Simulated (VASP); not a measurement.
Here is the system:

```
KI
1.0
    4.96350     0.00000     0.00000
    0.00000     7.01946     0.00000
    0.00000     0.00000    24.81977
K I
4 4
Direct
  0.00000   0.00000   0.35001
  0.50000   0.50000   0.45000
  0.00000   0.00000   0.55000
  0.50000   0.50000   0.64999
  0.50000   0.00000   0.45000
  0.00000   0.50000   0.35001
  0.50000   0.00000   0.64999
  0.00000   0.50000   0.55000
```

Calculation: PBEsol GGA, VASP's PBE PAW potentials (set 64) (plane waves; VASP). Settings: PREC = Normal, EDIFF = 1E-5, 400 eV cut-off, 4×3×1 Γ-centred mesh, Gaussian smearing of 0.050 eV, potentials K_sv I.

### Question
The ions are relaxed. Which structure does the run end with?

### Answer

```
KI
1.0
    4.96350     0.00000     0.00000
    0.00000     7.01946     0.00000
    0.00000     0.00000    24.81977
K I
4 4
Direct
  0.00000   0.00000   0.35872
  0.50000   0.50000   0.44441
  0.00000   0.00000   0.55559
  0.50000   0.50000   0.64128
  0.50000   0.00000   0.45253
  0.00000   0.50000   0.34958
  0.50000   0.00000   0.65042
  0.00000   0.50000   0.54747
```

### Question
How much energy does the relaxation gain?

### Answer
The energy (σ→0) changes by -5.8 meV/atom, in 11 ionic steps.

The cell is a thin slab with vacuum, built from KI (rock salt): (110) face.
